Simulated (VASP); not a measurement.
```yaml
crystal:
  lattice:
    - [0.00000, 1.77948, 1.77948]
    - [1.80657, 0.00000, 1.77948]
    - [1.80657, 1.77948, 0.00000]
  atoms:
    - { symbol: B, position: [0.00000, 0.00000, 0.00000] }
    - { symbol: N, position: [0.25000, 0.25000, 0.25000] }
```

These are r2SCAN meta-GGA, VASP's PBE PAW potentials (set 64) (plane waves; VASP) values and carry that method's errors. Settings: 600 eV cut-off, 12×12×12 Γ-centred mesh, Gaussian smearing of 0.050 eV, potentials B N.

Problem. Give the stress tensor in GPa (positive for a compressed cell).

Solution. 
```
 5.73   0.00   0.00
 0.00  15.98   0.00
 0.00   0.00  15.98
```
The pressure is its mean diagonal, 12.56 GPa.

The compound is BN in the zinc blende structure. This cell was strained or had an atom moved on purpose.
